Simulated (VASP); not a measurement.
Calculation: LDA (Ceperley-Alder, Perdew-Zunger), VASP's LDA PAW potentials (set 64) (plane waves; VASP 6.6.1).

A VASP calculation is set up with these files.

**INCAR**
```
# general
SYSTEM  = Te2Mo
PREC    = Accurate
ENCUT   = 400
LREAL   = F
LASPH   = T

# electronic loop
EDIFF   = 1E-6
NELM    = 100
ALGO    = Normal
LMAXMIX = 4

# smearing
ISMEAR  = 0
SIGMA   = 0.05

# ions
IBRION  = 2
NSW     = 60
ISIF    = 3
EDIFFG  = -0.02

# output
LWAVE   = F
LCHARG  = F
```

KPOINTS:
```
K-points
0
gamma
 7 7 2
0 0 0
```

File POSCAR:
```
Te2Mo
1.0
  3.4727083600   0.0000000000   0.0000000000
 -1.7363541800   3.0074540088   0.0000000000
  0.0000000000   0.0000000000  17.5386757302
Te Mo
2 1
Cartesian
 -0.0000017364   2.0049703417  15.7445654640
 -0.0000017364   2.0049703417   1.7941102662
  0.0000000000   0.0000000000   0.0000000000
```

POTCAR, in this order: Te Mo_sv (LDA.64 set). Program: vasp_std.

Output of the run:

OSZICAR:
```
       N       E                     dE             d eps       ncg     rms          rms(c)
DAV:   1     0.117125125855E+03    0.11713E+03   -0.10690E+04   776   0.102E+03
DAV:   2    -0.149808340010E+02   -0.13211E+03   -0.13010E+03   774   0.229E+02
DAV:   3    -0.210457719815E+02   -0.60649E+01   -0.60457E+01   732   0.444E+01
DAV:   4    -0.211838927237E+02   -0.13812E+00   -0.13796E+00   830   0.670E+00
DAV:   5    -0.211852301903E+02   -0.13375E-02   -0.13373E-02   739   0.663E-01    0.168E+01
DAV:   6    -0.207105135510E+02    0.47472E+00   -0.38351E+00   591   0.134E+01    0.610E+00
DAV:   7    -0.206735785881E+02    0.36935E-01   -0.38450E+00   619   0.105E+01    0.455E+00
DAV:   8    -0.204728102702E+02    0.20077E+00   -0.10558E+00   620   0.620E+00    0.158E+00
DAV:   9    -0.204738176055E+02   -0.10073E-02   -0.80036E-02   667   0.166E+00    0.820E-01
DAV:  10    -0.204690787313E+02    0.47389E-02   -0.28181E-02   619   0.116E+00    0.151E-01
DAV:  11    -0.204693040311E+02   -0.22530E-03   -0.10509E-03   646   0.214E-01    0.925E-02
DAV:  12    -0.204694230652E+02   -0.11903E-03   -0.15364E-04   707   0.651E-02    0.582E-02
DAV:  13    -0.204696489158E+02   -0.22585E-03   -0.61780E-04   555   0.131E-01    0.539E-02
DAV:  14    -0.204696850888E+02   -0.36173E-04   -0.19442E-05   724   0.293E-02    0.400E-02
DAV:  15    -0.204697846375E+02   -0.99549E-04   -0.69955E-05   581   0.485E-02    0.106E-02
DAV:  16    -0.204698165996E+02   -0.31962E-04   -0.98400E-06   612   0.166E-02    0.592E-03
DAV:  17    -0.204698765088E+02   -0.59909E-04   -0.49096E-06   547   0.749E-03    0.721E-03
DAV:  18    -0.204699218059E+02   -0.45297E-04   -0.33030E-06   513   0.909E-03    0.783E-03
DAV:  19    -0.204699329835E+02   -0.11178E-04   -0.44409E-07   465   0.341E-03    0.383E-03
DAV:  20    -0.204699422418E+02   -0.92583E-05   -0.66948E-07   452   0.334E-03    0.140E-03
DAV:  21    -0.204699433270E+02   -0.10852E-05   -0.71746E-08   325   0.108E-03    0.599E-04
DAV:  22    -0.204699438517E+02   -0.52475E-06   -0.21910E-08   284   0.487E-04
   1 F= -.20469944E+02 E0= -.20469944E+02  d E =-.204699E+02
       N       E                     dE             d eps       ncg     rms          rms(c)
DAV:   1    -0.204741430745E+02   -0.41997E-02   -0.10510E-01   562   0.312E+00    0.574E-01
DAV:   2    -0.204717143209E+02    0.24288E-02   -0.31593E-02   562   0.132E+00    0.250E-01
DAV:   3    -0.204704941624E+02    0.12202E-02   -0.11693E-02   596   0.560E-01    0.165E-01
DAV:   4    -0.204703104471E+02    0.18372E-03   -0.76242E-04   578   0.203E-01    0.575E-02
DAV:   5    -0.204702795737E+02    0.30873E-04   -0.32426E-04   614   0.132E-01    0.622E-02
DAV:   6    -0.204702654232E+02    0.14151E-04   -0.11863E-04   670   0.581E-02    0.985E-03
DAV:   7    -0.204702652380E+02    0.18517E-06   -0.79372E-06   569   0.218E-02
   2 F= -.20470265E+02 E0= -.20470265E+02  d E =-.321386E-03
       N       E                     dE             d eps       ncg     rms          rms(c)
DAV:   1    -0.204702757315E+02   -0.10308E-04   -0.26303E-04   562   0.157E-01    0.305E-02
DAV:   2    -0.204702700298E+02    0.57017E-05   -0.79284E-05   562   0.662E-02    0.144E-02
DAV:   3    -0.204702670450E+02    0.29849E-05   -0.30824E-05   612   0.288E-02    0.675E-03
DAV:   4    -0.204702667092E+02    0.33578E-06   -0.28305E-06   404   0.124E-02
   3 F= -.20470267E+02 E0= -.20470267E+02  d E =-.322857E-03
       N       E                     dE             d eps       ncg     rms          rms(c)
DAV:   1    -0.204703020655E+02   -0.35021E-04   -0.10154E-03   562   0.308E-01    0.547E-02
DAV:   2    -0.204702778950E+02    0.24171E-04   -0.29026E-04   562   0.128E-01    0.246E-02
DAV:   3    -0.204702665218E+02    0.11373E-04   -0.10521E-04   588   0.528E-02    0.156E-02
DAV:   4    -0.204702649052E+02    0.16166E-05   -0.74460E-06   528   0.202E-02    0.605E-03
DAV:   5    -0.204702647480E+02    0.15722E-06   -0.30108E-06   427   0.128E-02
   4 F= -.20470265E+02 E0= -.20470265E+02  d E =-.320896E-03
       N       E                     dE             d eps       ncg     rms          rms(c)
DAV:   1    -0.204702776018E+02   -0.12697E-04   -0.29551E-04   562   0.165E-01    0.299E-02
DAV:   2    -0.204702711417E+02    0.64601E-05   -0.88322E-05   578   0.699E-02    0.132E-02
DAV:   3    -0.204702674555E+02    0.36862E-05   -0.32255E-05   604   0.297E-02    0.911E-03
DAV:   4    -0.204702670864E+02    0.36908E-06   -0.19407E-06   396   0.103E-02
   5 F= -.20470267E+02 E0= -.20470267E+02  d E =-.323235E-03
       N       E                     dE             d eps       ncg     rms          rms(c)
DAV:   1    -0.204702699859E+02   -0.25304E-05   -0.57100E-05   560   0.737E-02    0.123E-02
DAV:   2    -0.204702684077E+02    0.15781E-05   -0.15067E-05   562   0.301E-02    0.625E-03
DAV:   3    -0.204702676921E+02    0.71567E-06   -0.49546E-06   424   0.113E-02
   6 F= -.20470268E+02 E0= -.20470268E+02  d E =-.323840E-03
       N       E                     dE             d eps       ncg     rms          rms(c)
DAV:   1    -0.204705966415E+02   -0.32823E-03   -0.13851E-02   544   0.105E+00    0.189E-01
DAV:   2    -0.204704211281E+02    0.17551E-03   -0.47424E-03   612   0.432E-01    0.105E-01
DAV:   3    -0.204702540777E+02    0.16705E-03   -0.15902E-03   596   0.226E-01    0.598E-02
DAV:   4    -0.204702242787E+02    0.29799E-04   -0.92747E-05   586   0.652E-02    0.252E-02
DAV:   5    -0.204702134957E+02    0.10783E-04   -0.42927E-05   618   0.418E-02    0.862E-03
DAV:   6    -0.204702127248E+02    0.77098E-06   -0.32072E-06   625   0.104E-02
   7 F= -.20470213E+02 E0= -.20470213E+02  d E =0.549673E-04
       N       E                     dE             d eps       ncg     rms          rms(c)
DAV:   1    -0.204704495538E+02   -0.23606E-03   -0.56248E-03   544   0.672E-01    0.122E-01
DAV:   2    -0.204703783101E+02    0.71244E-04   -0.18784E-03   612   0.273E-01    0.662E-02
DAV:   3    -0.204703156967E+02    0.62613E-04   -0.63810E-04   596   0.144E-01    0.389E-02
DAV:   4    -0.204703047151E+02    0.10982E-04   -0.37936E-05   609   0.420E-02    0.162E-02
DAV:   5    -0.204703011993E+02    0.35158E-05   -0.17088E-05   618   0.265E-02    0.512E-03
DAV:   6    -0.204703018757E+02   -0.67634E-06   -0.10559E-06   486   0.631E-03
   8 F= -.20470302E+02 E0= -.20470302E+02  d E =-.341836E-04
```

File OUTCAR:
```
------------------------ aborting loop because EDIFF is reached ----------------------------------------
  FORCE on cell =-STRESS in cart. coord.  units (eV):
  Direction    XX          YY          ZZ          XY          YZ          ZX
  --------------------------------------------------------------------------------------
  Total        0.0069959      0.0069959     -0.0546496      0.0000000      0.0000000     -0.0000000
  in kB        0.0613910      0.0613910     -0.4795666      0.0000000      0.0000000     -0.0000000
  external PRESSURE =      -0.1189282 kB  Pullay stress =       0.0000000 kB
  volume of cell :      182.58
      direct lattice vectors                 reciprocal lattice vectors
     3.465349547  0.000000000  0.000000000     0.288571178  0.166606628  0.000000000
    -1.732674773  3.001081087 -0.000000000    -0.000000000  0.333213256 -0.000000000
    -0.000000000  0.000000000 17.555936738    -0.000000000  0.000000000  0.056960789
 POSITION                                       TOTAL-FORCE (eV/Angst)
 -----------------------------------------------------------------------------------
     -0.00000      2.00072     15.75737         0.000000     -0.000000     -0.011942
     -0.00000      2.00072      1.79857        -0.000000     -0.000000      0.011942
      0.00000      0.00000      0.00000        -0.000000      0.000000      0.000000
 -----------------------------------------------------------------------------------
    total drift:                                0.000937     -0.000534     -0.000000
  FREE ENERGIE OF THE ION-ELECTRON SYSTEM (eV)
  ---------------------------------------------------
  free  energy   TOTEN  =       -20.4703018757 eV

  energy  without entropy=      -20.4703018757  energy(sigma->0) =      -20.47030188

 reached required accuracy - stopping structural energy minimisation
```
(Selected blocks of OUTCAR.)

**CONTCAR**
```
Te2Mo
   1.00000000000000
     3.4653495468501121    0.0000000000000000    0.0000000000000000
    -1.7326747734250560    3.0010810874503324   -0.0000000000000000
    -0.0000000000000000    0.0000000000000000   17.5559367380915603
  Te              Mo
     2     1
Direct
     0.3333330000000032    0.6666669999999968    0.8975523036307085
     0.3333330000000032    0.6666669999999968    0.1024476963692916
     0.0000000000000000    0.0000000000000000    0.0000000000000000
```

The cell holds a wide vacuum, so values per volume refer to the whole cell.

The cell is a sheet with vacuum, built from a database entry that may be metastable or hypothetical.
